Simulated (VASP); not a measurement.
Given:

```xyz
63
Lattice="8.7583 0.0000 0.0000 0.0000 8.7583 0.0000 0.0000 0.0000 8.7583" Properties=species:S:1:pos:R:3 pbc="T T T"
Si     4.3628     0.0071     0.0047
Si     6.5698     2.1882     8.7551
Si     6.5697     8.7574     2.1862
Si     8.7531     0.0058     0.0028
Si     2.1832     2.1734     8.7555
Si     4.3701     4.3890     8.7499
Si     6.5858     6.5768     8.7543
Si     2.1831     0.0008     2.1713
Si     4.3167     2.1304     2.1285
Si     6.6341     4.4478     2.1213
Si     4.3696     8.7529     4.3857
Si     6.6275     2.1302     4.4383
Si     6.5844     0.0012     6.5719
Si     8.7529     4.3962     0.0029
Si     2.1926     6.5667     0.0026
Si     0.0007     2.1886     2.1854
Si     2.1847     4.3907     2.1838
Si     4.3674     6.5740     2.1845
Si     8.7506     0.0074     4.3927
Si     2.1844     2.1870     4.3876
Si     6.5712     6.5732     4.3876
Si     2.1917     0.0058     6.5632
Si     4.3675     2.1870     6.5712
Si     6.5717     4.3900     6.5707
Si     0.0010     6.5765     2.1706
Si     0.0057     4.3882     4.3855
Si     2.2037     6.5546     4.4008
Si     8.7576     2.1734     6.5721
Si     2.2036     4.4039     6.5514
Si     4.3547     6.5546     6.5509
Si     8.7526     6.5666     6.5627
C      5.4803     1.1043     1.1021
C      7.6556     3.2786     1.0996
C      7.6541     1.1043     3.2748
C      1.0878     1.0966     1.0939
C      3.2868     3.2973     1.0967
C      5.4616     5.4740     1.0954
C      7.6622     7.6712     1.0937
C      3.2862     1.0992     3.2945
C      7.6601     5.4728     3.2941
C      5.4606     1.0998     5.4690
C      7.6587     3.2970     5.4684
C      7.6616     1.0966     7.6678
C      1.0869     5.4787     1.0890
C      3.2801     7.6724     1.0896
C      1.0928     3.2856     3.2819
C      3.2438     5.5142     3.2463
C      5.4727     7.6650     3.2830
C      1.0856     1.0921     5.4751
C      3.2431     3.2488     5.5121
C      5.5098     5.5138     5.5114
C      7.6656     7.6725     5.4749
C      3.2800     1.0916     7.6695
C      5.4732     3.2852     7.6626
C      7.6667     5.4786     7.6687
C      1.0855     7.6736     3.2932
C      1.0864     5.4781     5.4749
C      3.2798     7.6719     5.4750
C      1.0858     3.2956     7.6691
C      3.2802     5.4784     7.6684
C      5.4627     7.6737     7.6693
C      1.0905     7.6678     7.6647
Cr     4.3857     4.3706     4.3696
```

Level of theory: HSE06 screened hybrid, VASP's PBE PAW potentials (set 64) (plane waves; VASP). Run with PREC = Normal, LREAL = Auto, ISYM = 0, EDIFF = 1E-5, 400 eV cut-off, 1×1×1 Γ-centred mesh, Gaussian smearing of 0.050 eV, potentials Si C Cr_pv. Starting moments (MAGMOM): 63*0.0317. The cell's moment is fixed (NUPDOWN = 2).

The supercell is sampled at Γ alone, which is coarse: total energies, pressure and levels can be off, energies of defects by several tenths of an eV.

**Question.** Estimate the cell moment, energy per atom (σ→0).

**Answer.** 
```json
{
 "cell_moment": "2.00 μB",
 "energy per atom (σ→0)": "-8.687 eV/atom"
}
```

**Question.** Give the moment on each site (PAW-sphere projection).

**Answer.** 
```json
[
 {"site": "Si1", "moment (μB)": "0.00"},
 {"site": "Si2", "moment (μB)": "0.00"},
 {"site": "Si3", "moment (μB)": "0.00"},
 {"site": "Si4", "moment (μB)": "0.00"},
 {"site": "Si5", "moment (μB)": "0.00"},
 {"site": "Si6", "moment (μB)": "0.00"},
 {"site": "Si7", "moment (μB)": "0.00"},
 {"site": "Si8", "moment (μB)": "0.00"},
 {"site": "Si9", "moment (μB)": "0.00"},
 {"site": "Si10", "moment (μB)": "0.00"},
 {"site": "Si11", "moment (μB)": "0.00"},
 {"site": "Si12", "moment (μB)": "0.00"},
 {"site": "Si13", "moment (μB)": "0.00"},
 {"site": "Si14", "moment (μB)": "0.00"},
 {"site": "Si15", "moment (μB)": "0.00"},
 {"site": "Si16", "moment (μB)": "0.00"},
 {"site": "Si17", "moment (μB)": "0.01"},
 {"site": "Si18", "moment (μB)": "0.01"},
 {"site": "Si19", "moment (μB)": "0.00"},
 {"site": "Si20", "moment (μB)": "0.01"},
 {"site": "Si21", "moment (μB)": "0.01"},
 {"site": "Si22", "moment (μB)": "0.00"},
 {"site": "Si23", "moment (μB)": "0.01"},
 {"site": "Si24", "moment (μB)": "0.01"},
 {"site": "Si25", "moment (μB)": "0.00"},
 {"site": "Si26", "moment (μB)": "0.00"},
 {"site": "Si27", "moment (μB)": "0.01"},
 {"site": "Si28", "moment (μB)": "0.00"},
 {"site": "Si29", "moment (μB)": "0.01"},
 {"site": "Si30", "moment (μB)": "0.01"},
 {"site": "Si31", "moment (μB)": "0.00"},
 {"site": "C32", "moment (μB)": "0.00"},
 {"site": "C33", "moment (μB)": "0.00"},
 {"site": "C34", "moment (μB)": "0.00"},
 {"site": "C35", "moment (μB)": "0.00"},
 {"site": "C36", "moment (μB)": "0.00"},
 {"site": "C37", "moment (μB)": "0.00"},
 {"site": "C38", "moment (μB)": "0.00"},
 {"site": "C39", "moment (μB)": "0.00"},
 {"site": "C40", "moment (μB)": "0.00"},
 {"site": "C41", "moment (μB)": "0.00"},
 {"site": "C42", "moment (μB)": "0.00"},
 {"site": "C43", "moment (μB)": "0.00"},
 {"site": "C44", "moment (μB)": "0.00"},
 {"site": "C45", "moment (μB)": "0.00"},
 {"site": "C46", "moment (μB)": "-0.01"},
 {"site": "C47", "moment (μB)": "-0.07"},
 {"site": "C48", "moment (μB)": "-0.01"},
 {"site": "C49", "moment (μB)": "0.00"},
 {"site": "C50", "moment (μB)": "-0.07"},
 {"site": "C51", "moment (μB)": "-0.07"},
 {"site": "C52", "moment (μB)": "0.00"},
 {"site": "C53", "moment (μB)": "0.00"},
 {"site": "C54", "moment (μB)": "-0.01"},
 {"site": "C55", "moment (μB)": "0.00"},
 {"site": "C56", "moment (μB)": "0.00"},
 {"site": "C57", "moment (μB)": "0.00"},
 {"site": "C58", "moment (μB)": "0.00"},
 {"site": "C59", "moment (μB)": "0.00"},
 {"site": "C60", "moment (μB)": "0.00"},
 {"site": "C61", "moment (μB)": "0.00"},
 {"site": "C62", "moment (μB)": "-0.01"},
 {"site": "Cr63", "moment (μB)": "2.86"}
]
```

Only differences to runs with the same potentials and settings are physical.

The cell is a supercell with a defect, built from SiC (zinc blende): Cr_Si-vac_C. The cell's shape comes from a PBE relaxation.
